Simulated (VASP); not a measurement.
# MnPt: structure and properties in VASP, part 3 of 8

Wanted: the relaxed cell of MnPt and its properties. The start is a cell from a database of measured crystal structures.

VASP 6.6.1, plane waves and PAW; the level of theory is named at each step.

Still holding for the runs below: The k-mesh is coarse for a metal.

So far, largest spin moment in the PAW sphere (μB): step 2 (magnetic order: ferromagnetic) 3.73; step 3 (magnetic order: antiferromagnetic, q = (0, 0, 1/2)) 3.71; step 4 (magnetic order: antiferromagnetic, q = (1/2, 1/2, 1/2)) 3.62; step 5 (magnetic order: antiferromagnetic, q = (1/2, 1/2, 0)) 3.68.

## (7) Relaxing cell and atoms (PBEsol + D3(BJ))

This step: PBEsol with D3(BJ), spin-polarised from an antiferromagnetic start; plane waves and PAW (Mn_pv, Pt) (VASP 6.6.1).

The start need not lie at this functional's minimum. ISIF = 3 frees volume, shape and positions, and EDIFFG sets the threshold on forces and stress at which the search stops.

The input, INCAR:

```
SYSTEM = MnPt
PREC = Accurate
ENCUT = 400
EDIFF = 1E-06
NELM = 100
ISMEAR = 1
SIGMA = 0.2
LREAL = .FALSE.
ALGO = Normal
GGA = PS
IVDW = 12
NBANDS = 31
ISPIN = 2
MAGMOM = 3.68 -3.68 0 0
LASPH = .TRUE.
LMAXMIX = 4
LORBIT = 11
LWAVE = .FALSE.
LCHARG = .FALSE.
KPAR = 4
IBRION = 2
NSW = 60
ISIF = 3
EDIFFG = -0.01
```

The input, POSCAR:

```
MnPt
1.0
    5.6600000000      0.0000000000      0.0000000000
    2.8300000000      2.8300000000      0.0000000000
    0.0000000000      0.0000000000      3.6600000000
Mn Pt
2 2
Direct
    0.0000000000      0.0000000000      0.0000000000
    0.5000000000      0.0000000000      0.0000000000
    0.0000000000      0.5000000000      0.5000000000
    0.5000000000      0.5000000000      0.5000000000
```

The input, KPOINTS:

```
Automatic mesh
0
Gamma
7 7 5
0 0 0
```

The projector-augmented-wave data sets are Mn_pv and Pt (PBE family, release 64).

Run with:

```console
mpirun -np 4 vasp_std
```

The program printed:

```text
[... set-up lines as in an earlier step ...]
 entering main loop
       N       E                     dE             d eps       ncg     rms          rms(c)
DAV:   1     0.406154385635E+03    0.40615E+03   -0.21795E+04  4024   0.143E+03
DAV:   2    -0.163403841080E+02   -0.42249E+03   -0.39555E+03  3902   0.416E+02
DAV:   3    -0.380737630149E+02   -0.21733E+02   -0.20553E+02  4151   0.104E+02
DAV:   4    -0.384631279575E+02   -0.38936E+00   -0.38828E+00  4154   0.138E+01
DAV:   5    -0.384700724638E+02   -0.69445E-02   -0.69438E-02  4197   0.198E+00    0.224E+01
DAV:   6    -0.386165388842E+02   -0.14647E+00   -0.34229E+01  3928   0.632E+01    0.274E+01
DAV:   7    -0.350695212879E+02    0.35470E+01   -0.24757E+01  4311   0.602E+01    0.110E+01
DAV:   8    -0.349251029423E+02    0.14442E+00   -0.16467E+00  3979   0.131E+01    0.512E+00
DAV:   9    -0.349085251324E+02    0.16578E-01   -0.28552E-01  4164   0.513E+00    0.279E+00
DAV:  10    -0.348914513042E+02    0.17074E-01   -0.66752E-02  4311   0.261E+00    0.136E+00
DAV:  11    -0.348976366687E+02   -0.61854E-02   -0.10636E-02  4000   0.894E-01    0.416E-01
DAV:  12    -0.348981631872E+02   -0.52652E-03   -0.21258E-03  4044   0.613E-01    0.139E-01
DAV:  13    -0.348981789909E+02   -0.15804E-04   -0.24704E-04  3923   0.181E-01    0.525E-02
DAV:  14    -0.348981890237E+02   -0.10033E-04   -0.58241E-05  4298   0.652E-02    0.204E-02
DAV:  15    -0.348981869970E+02    0.20267E-05   -0.95453E-06  3902   0.295E-02    0.517E-03
DAV:  16    -0.348981864704E+02    0.52664E-06   -0.13276E-06  2097   0.764E-03
   1 F= -.36828889E+02 E0= -.36830372E+02  d E =-.368289E+02  mag=    -0.0000
 curvature:   0.00 expect dE= 0.000E+00 dE for cont linesearch  0.000E+00
 trial: gam= 0.00000 g(F)=  0.378E-58 g(S)=  0.102E+01 ort = 0.000E+00 (trialstep = 0.100E+01)
 search vector abs. value=  0.102E+01
 bond charge predicted
       N       E                     dE             d eps       ncg     rms          rms(c)
DAV:   1    -0.611871172647E+02   -0.26289E+02   -0.43083E+02  3790   0.206E+02    0.582E+01
DAV:   2    -0.483387050271E+02    0.12848E+02   -0.14686E+02  3748   0.131E+02    0.415E+01
DAV:   3    -0.400821495215E+02    0.82566E+01   -0.11886E+02  4336   0.130E+02    0.284E+01
DAV:   4    -0.340784539852E+02    0.60037E+01   -0.10736E+01  4002   0.331E+01    0.129E+01
DAV:   5    -0.337623751311E+02    0.31608E+00   -0.11481E+00  4292   0.927E+00    0.906E+00
DAV:   6    -0.339157956684E+02   -0.15342E+00   -0.42810E-01  4508   0.583E+00    0.543E+00
DAV:   7    -0.341022065011E+02   -0.18641E+00   -0.49158E-01  4398   0.650E+00    0.227E+00
DAV:   8    -0.340954537349E+02    0.67528E-02   -0.68120E-02  4000   0.208E+00    0.170E+00
DAV:   9    -0.340917261437E+02    0.37276E-02   -0.52035E-02  4592   0.289E+00    0.684E-01
DAV:  10    -0.340926612533E+02   -0.93511E-03   -0.45999E-03  3832   0.511E-01    0.431E-01
DAV:  11    -0.340937667007E+02   -0.11054E-02   -0.11109E-03  4162   0.379E-01    0.188E-01
DAV:  12    -0.340939383149E+02   -0.17161E-03   -0.26756E-04  4178   0.142E-01    0.626E-02
DAV:  13    -0.340939644139E+02   -0.26099E-04   -0.42409E-05  4442   0.502E-02    0.336E-02
DAV:  14    -0.340939658322E+02   -0.14184E-05   -0.10312E-05  4423   0.323E-02    0.181E-02
DAV:  15    -0.340939633596E+02    0.24727E-05   -0.31583E-06  3038   0.206E-02    0.692E-03
DAV:  16    -0.340939629619E+02    0.39766E-06   -0.57021E-07  1902   0.756E-03
   2 F= -.36450237E+02 E0= -.36453544E+02  d E =0.378652E+00  mag=     0.0000
[... from here on, the cycles between the ionic steps are left out ...]
   3 F= -.37045996E+02 E0= -.37048735E+02  d E =-.217107E+00  mag=    -0.0000
   4 F= -.37046441E+02 E0= -.37049273E+02  d E =-.217552E+00  mag=     0.0000
   5 F= -.37046417E+02 E0= -.37049300E+02  d E =-.217528E+00  mag=     0.0000
   6 F= -.37057539E+02 E0= -.37060830E+02  d E =-.111220E-01  mag=     0.0000
   7 F= -.37061068E+02 E0= -.37064318E+02  d E =-.146507E-01  mag=    -0.0000
   8 F= -.37061112E+02 E0= -.37064364E+02  d E =-.146943E-01  mag=    -0.0000
   9 F= -.37061109E+02 E0= -.37064364E+02  d E =-.146911E-01  mag=     0.0000
  10 F= -.37060712E+02 E0= -.37063889E+02  d E =0.396391E-03  mag=     0.0000
 trial-energy change:    0.000396  1 .order    0.000257   -0.000746    0.001261
 step:   0.3086(harm=  0.4001)  dis= 0.00000  next Energy=   -37.061212 (dE=-0.104E-03)
 bond charge predicted
       N       E                     dE             d eps       ncg     rms          rms(c)
DAV:   1    -0.349779919910E+02   -0.34459E-02   -0.17596E-01  3748   0.441E+00    0.102E+00
DAV:   2    -0.349719400322E+02    0.60520E-02   -0.57878E-02  3790   0.325E+00    0.110E+00
DAV:   3    -0.349673066019E+02    0.46334E-02   -0.18555E-02  4176   0.205E+00    0.309E-01
DAV:   4    -0.349669969428E+02    0.30966E-03   -0.19871E-03  4014   0.594E-01    0.964E-02
DAV:   5    -0.349669743887E+02    0.22554E-04   -0.11461E-04  3860   0.997E-02    0.604E-02
DAV:   6    -0.349669595678E+02    0.14821E-04   -0.41417E-05  4014   0.608E-02    0.203E-02
DAV:   7    -0.349669586338E+02    0.93403E-06   -0.55865E-06  3958   0.258E-02
  11 F= -.37061222E+02 E0= -.37064457E+02  d E =-.113708E-03  mag=    -0.0000
 curvature:  -0.20 expect dE=-0.817E-06 dE for cont linesearch -0.494E-06
 trial: gam= 0.00000 g(F)=  0.414E-57 g(S)=  0.416E-05 ort =-0.418E-04 (trialstep = 0.923E+00)
 search vector abs. value=  0.416E-05
 reached required accuracy - stopping structural energy minimisation
```

Wall time 1.7 min (4 MPI ranks of Intel Xeon 6975P-C (Granite Rapids), shared host); peak memory 0.99 GiB; 6.7 min of CPU time.

Parts of OUTCAR (step 7):

```text
   NELECT =      46.0000    total number of electrons

 Edisp (eV)   -2.08617

 E-fermi :  11.1589

 spin component 1
 k-point     1 :       0.0000    0.0000    0.0000
  band No.  band energies     occupation
    ...
     17       9.2794      1.00000
     18       9.4779      1.00000
     19      10.3861      1.00000
     20      10.7261      1.00454
     21      10.7261      1.00454
     22      11.2803      0.07689
     23      12.1676     -0.00000
     24      12.1676     -0.00000
     25      12.3603     -0.00000
     26      12.4516     -0.00000
    ...

 k-point     2 :       0.1429    0.0000    0.0000
  band No.  band energies     occupation
    ...
     19      10.0698      1.00000
     20      10.0715      1.00000
     21      10.1437      1.00000
     22      10.7241      1.00438
     23      11.0691      0.84080
     24      11.9421     -0.00000
     25      12.3992     -0.00000
     26      12.4290     -0.00000
     27      12.5023     -0.00000
     28      13.1444     -0.00000
    ...

 Edisp (eV)   -2.09426

  Total      -0.00328    -0.00328    -0.01799     0.00000     0.00000     0.00000
  in kB      -0.09702    -0.09702    -0.53282     0.00000     0.00000     0.00000
  external pressure =       -0.24 kB  Pullay stress =        0.00 kB

 POSITION                                       TOTAL-FORCE (eV/Angst)
 -----------------------------------------------------------------------------------
      0.00000      0.00000     -0.00000         0.000000      0.000000     -0.000000
      5.44116      2.72058     -0.00000        -0.000000     -0.000000      0.000000
      1.36029      1.36029      1.82711        -0.000000      0.000000     -0.000000
      4.08087      1.36029      1.82711         0.000000      0.000000     -0.000000
 -----------------------------------------------------------------------------------
    total drift:                                0.000000      0.000000     -0.000000

  FREE ENERGIE OF THE ION-ELECTRON SYSTEM (eV)
  ---------------------------------------------------
  free  energy   TOTEN  =       -37.0612222771 eV

  energy  without entropy=      -37.0709273866  energy(sigma->0) =      -37.06445731

 reached required accuracy - stopping structural energy minimisation

 magnetization (x)
# of ion       s       p       d       tot
------------------------------------------
    1        0.027   0.055   3.384   3.467
    2       -0.027  -0.055  -3.384  -3.467
    3        0.000   0.000   0.000   0.000
    4        0.000   0.000   0.000   0.000
--------------------------------------------------
tot          0.000   0.000   0.000   0.000

[... 6 parts as in an earlier step ...]

[... 11 further parts left out ...]
```

The magnetic order is the lowest of the few collinear ones that converged above; longer or canted patterns were not tried. The cell is doubled for it, so bands and modes from the zone boundary of the chemical cell fold onto Γ and the labels are those of the larger cell. The run keeps the 16 symmetry operations of its start, so it cannot find a distortion of lower symmetry.

Step by step:

```csv
step,energy less that of the first step (eV),largest force (eV/Å),pressure (GPa),volume (Å³)
1,0.0000,0.0000,-14.43,58.63
2,0.3787,0.0000,34.75,48.12
3,-0.2171,0.0000,-0.58,54.39
4,-0.2176,0.0000,-0.02,54.23
5,-0.2175,0.0000,0.36,54.15
6,-0.2287,0.0000,0.34,54.09
7,-0.2322,0.0000,0.38,54.02
8,-0.2322,0.0000,0.37,54.01
9,-0.2322,0.0000,0.41,54.01
10,-0.2318,0.0000,-0.69,54.30
11,-0.2323,0.0000,-0.02,54.09
```

```csv
cell as run,before,after,change
a (Å),5.660,5.441,-3.9 %
b (Å),4.002,3.847,-3.9 %
c (Å),3.660,3.654,-0.2 %
volume (Å³/atom),14.66,13.52,-7.7 %
```

The relaxed structure:

```cif
data_structure
_symmetry_space_group_name_H-M 'P 1'
_symmetry_Int_Tables_number 1
_cell_length_a 5.4412
_cell_length_b 3.8475
_cell_length_c 3.6542
_cell_angle_alpha 90.000
_cell_angle_beta 90.000
_cell_angle_gamma 45.000
_cell_volume 54.09
loop_
_atom_site_label
_atom_site_type_symbol
_atom_site_fract_x
_atom_site_fract_y
_atom_site_fract_z
_atom_site_occupancy
Mn1 Mn 0.00000 0.00000 0.00000 1
Mn2 Mn 0.50000 0.00000 0.00000 1
Pt3 Pt 0.00000 0.50000 0.50000 1
Pt4 Pt 0.50000 0.50000 0.50000 1
```

Numbers from this step:

* irreducible k-points: 30
* free energy (TOTEN): -37.06 eV
* energy at zero smearing: -37.06 eV
* Fermi energy: 11.16 eV
* pressure: -0.02423 GPa
* SCF cycles over all ionic steps: 98

Spin moment in the PAW sphere by atom:

```csv
atom,spin moment in the PAW sphere (μB)
Mn1,3.47
Mn2,-3.47
Pt3,0.00
Pt4,0.00
```

It ends with forces that vanish by symmetry and a pressure of -0.02 GPa.

## (8) Second relaxation

A relaxation keeps the plane waves of the cell it began with, so it is repeated from the new cell, on a basis made for it.

INCAR is that of step 7.

The input, POSCAR:

```
MnPt
1.0
    5.4411599127      0.0000000000      0.0000000000
    2.7205799563      2.7205799563      0.0000000000
    0.0000000000      0.0000000000      3.6542234887
Mn Pt
2 2
Direct
    0.0000000000      0.0000000000      0.0000000000
    0.5000000000      0.0000000000      0.0000000000
    0.0000000000      0.5000000000      0.5000000000
    0.5000000000      0.5000000000      0.5000000000
```

KPOINTS is that of step 7.

Run with:

```console
mpirun -np 4 vasp_std
```

The program printed:

```text
[... set-up lines as in an earlier step ...]
 entering main loop
       N       E                     dE             d eps       ncg     rms          rms(c)
DAV:   1     0.421415748043E+03    0.42142E+03   -0.21516E+04  3944   0.148E+03
DAV:   2    -0.160519062414E+02   -0.43747E+03   -0.40877E+03  3944   0.428E+02
DAV:   3    -0.381091224680E+02   -0.22057E+02   -0.21114E+02  4149   0.108E+02
DAV:   4    -0.384578866606E+02   -0.34876E+00   -0.34811E+00  4105   0.135E+01
DAV:   5    -0.384642955470E+02   -0.64089E-02   -0.64086E-02  4266   0.194E+00    0.259E+01
DAV:   6    -0.381347102955E+02    0.32959E+00   -0.28997E+01  3880   0.598E+01    0.245E+01
DAV:   7    -0.353467469522E+02    0.27880E+01   -0.21225E+01  4289   0.583E+01    0.121E+01
DAV:   8    -0.349463776746E+02    0.40037E+00   -0.17722E+00  4114   0.139E+01    0.546E+00
DAV:   9    -0.349528062712E+02   -0.64286E-02   -0.30340E-01  4129   0.519E+00    0.293E+00
DAV:  10    -0.349431211652E+02    0.96851E-02   -0.59702E-02  4225   0.232E+00    0.154E+00
DAV:  11    -0.349481368889E+02   -0.50157E-02   -0.86495E-03  4014   0.835E-01    0.406E-01
DAV:  12    -0.349486285535E+02   -0.49166E-03   -0.15770E-03  4112   0.405E-01    0.190E-01
DAV:  13    -0.349486243235E+02    0.42300E-05   -0.31625E-04  4233   0.211E-01    0.797E-02
DAV:  14    -0.349486423045E+02   -0.17981E-04   -0.14232E-04  4398   0.122E-01    0.262E-02
DAV:  15    -0.349486407979E+02    0.15066E-05   -0.16998E-05  3797   0.418E-02    0.529E-03
DAV:  16    -0.349486407534E+02    0.44500E-07   -0.71691E-07  2007   0.601E-03
   1 F= -.37042904E+02 E0= -.37046139E+02  d E =-.370429E+02  mag=    -0.0000
 curvature:   0.00 expect dE= 0.000E+00 dE for cont linesearch  0.000E+00
 trial: gam= 0.00000 g(F)=  0.871E-59 g(S)=  0.456E-04 ort = 0.000E+00 (trialstep = 0.100E+01)
 search vector abs. value=  0.456E-04
 bond charge predicted
       N       E                     dE             d eps       ncg     rms          rms(c)
DAV:   1    -0.349472256618E+02    0.14151E-02   -0.17724E-02  3776   0.138E+00    0.324E-01
DAV:   2    -0.349467321266E+02    0.49354E-03   -0.60586E-03  3790   0.107E+00    0.364E-01
DAV:   3    -0.349461730772E+02    0.55905E-03   -0.19595E-03  4130   0.671E-01    0.916E-02
DAV:   4    -0.349461487401E+02    0.24337E-04   -0.18585E-04  4070   0.171E-01    0.307E-02
DAV:   5    -0.349461455094E+02    0.32308E-05   -0.12024E-05  3832   0.296E-02    0.185E-02
DAV:   6    -0.349461435624E+02    0.19470E-05   -0.33506E-06  4033   0.157E-02    0.632E-03
DAV:   7    -0.349461433816E+02    0.18078E-06   -0.40321E-07  1909   0.635E-03
   2 F= -.37042906E+02 E0= -.37046158E+02  d E =-.122481E-05  mag=     0.0000
 trial-energy change:   -0.000001  1 .order   -0.000001   -0.000046    0.000044
 step:   0.5084(harm=  0.5084)  dis= 0.00000  next Energy=   -37.042916 (dE=-0.116E-04)
 bond charge predicted
       N       E                     dE             d eps       ncg     rms          rms(c)
DAV:   1    -0.349476508767E+02   -0.15073E-02   -0.43090E-03  3776   0.679E-01    0.160E-01
DAV:   2    -0.349475289057E+02    0.12197E-03   -0.14902E-03  3804   0.534E-01    0.182E-01
DAV:   3    -0.349473922001E+02    0.13671E-03   -0.48099E-04  4130   0.332E-01    0.444E-02
DAV:   4    -0.349473853694E+02    0.68307E-05   -0.44104E-05  4056   0.826E-02    0.154E-02
DAV:   5    -0.349473846016E+02    0.76774E-06   -0.29192E-06  3458   0.146E-02
   3 F= -.37042918E+02 E0= -.37046163E+02  d E =-.137876E-04  mag=    -0.0000
 curvature:  -0.25 expect dE=-0.834E-06 dE for cont linesearch -0.246E-06
 trial: gam= 0.00000 g(F)=  0.134E-58 g(S)=  0.328E-05 ort =-0.664E-05 (trialstep = 0.902E+00)
 search vector abs. value=  0.328E-05
 reached required accuracy - stopping structural energy minimisation
```

It took 24 s on 4 MPI ranks; peak memory 0.9 GiB.

OUTCAR, selected parts (step 8):

```text
   ENCUT  =  400.0 eV  29.40 Ry    5.42 a.u.   8.87  6.27  5.96*2*pi/ulx,y,z

   NELECT =      46.0000    total number of electrons

 Edisp (eV)   -2.09676

 E-fermi :  11.1689

 spin component 1
 k-point     1 :       0.0000    0.0000    0.0000
  band No.  band energies     occupation
    ...
     17       9.2900      1.00000
     18       9.4886      1.00000
     19      10.3972      1.00000
     20      10.7375      1.00467
     21      10.7375      1.00467
     22      11.2922      0.07260
     23      12.1787     -0.00000
     24      12.1787     -0.00000
     25      12.3707     -0.00000
     26      12.4623     -0.00000
    ...

 k-point     2 :       0.1429    0.0000    0.0000
  band No.  band energies     occupation
    ...
     19      10.0802      1.00000
     20      10.0818      1.00000
     21      10.1547      1.00000
     22      10.7357      1.00451
     23      11.0800      0.83797
     24      11.9523     -0.00000
     25      12.4093     -0.00000
     26      12.4382     -0.00000
     27      12.5123     -0.00000
     28      13.1546     -0.00000
    ...

 Edisp (eV)   -2.09553

  Total       0.00415     0.00415     0.01542    -0.00000    -0.00000     0.00000
  in kB       0.12285     0.12285     0.45700    -0.00000    -0.00000     0.00000
  external pressure =        0.23 kB  Pullay stress =        0.00 kB

 POSITION                                       TOTAL-FORCE (eV/Angst)
 -----------------------------------------------------------------------------------
      0.00000      0.00000     -0.00000         0.000000      0.000000      0.000000
      2.71987      0.00000     -0.00000        -0.000000     -0.000000      0.000000
      1.35994      1.35994      1.82697        -0.000000      0.000000      0.000000
      4.07981      1.35994      1.82697        -0.000000      0.000000      0.000000
 -----------------------------------------------------------------------------------
    total drift:                                0.000000      0.000000     -0.000000

  FREE ENERGIE OF THE ION-ELECTRON SYSTEM (eV)
  ---------------------------------------------------
  free  energy   TOTEN  =       -37.0429181843 eV

  energy  without entropy=      -37.0526528860  energy(sigma->0) =      -37.04616308

 magnetization (x)
# of ion       s       p       d       tot
------------------------------------------
    1        0.027   0.055   3.382   3.465
    2       -0.027  -0.055  -3.382  -3.465
    3        0.000   0.000   0.000   0.000
    4        0.000   0.000   0.000   0.000
--------------------------------------------------
tot          0.000   0.000   0.000   0.000

[... 4 parts as in an earlier step ...]

[... 13 further parts left out ...]
```

CONTCAR:

```
MnPt
   1.00000000000000
     5.4397418177102752    0.0000000000000261   -0.0000000000000000
     2.7198709088051638    2.7198709088051896   -0.0000000000000000
     0.0000000000000000   -0.0000000000000000    3.6539350731669660
  Mn              Pt
     2     2
Direct
     0.0000000000000000    0.0000000000000000    0.0000000000000000
     0.5000000000000000    0.0000000000000000    0.0000000000000000
     0.0000000000000000    0.5000000000000000    0.5000000000000000
     0.5000000000000000    0.5000000000000000    0.5000000000000000
```

Little changed from the start: no atom moved by 0.005 Å and no cell edge by 0.1 %.

This step gave:

```yaml
free_energy_toten: -37.04 eV
energy_at_zero_smearing: -37.05 eV
fermi_energy: 11.17 eV
pressure: 0.02342 GPa
scf_cycles_over_all_ionic_steps: 28
```

It ends with forces that vanish by symmetry and a pressure of 0.02 GPa. The volume moved by only 0.06 %, so the volume is settled.

[end of part 3 of 8]

[Lines on the potential files, build, host, timing and source positions are cut from VASP's logs without a mark.]

[Logs are printed without paths, hosts, clocks, repeated set-up lines and the standing remarks that a program may print on its own settings, such as how far it seeks lower states.]

[Hosts, paths, dates, database ids (printed as entryN), source tags and the programs' standing remarks are cut or masked in the printed files.]

[A measured line is paired with the nearest computed mode of its activity, which favours agreement.]
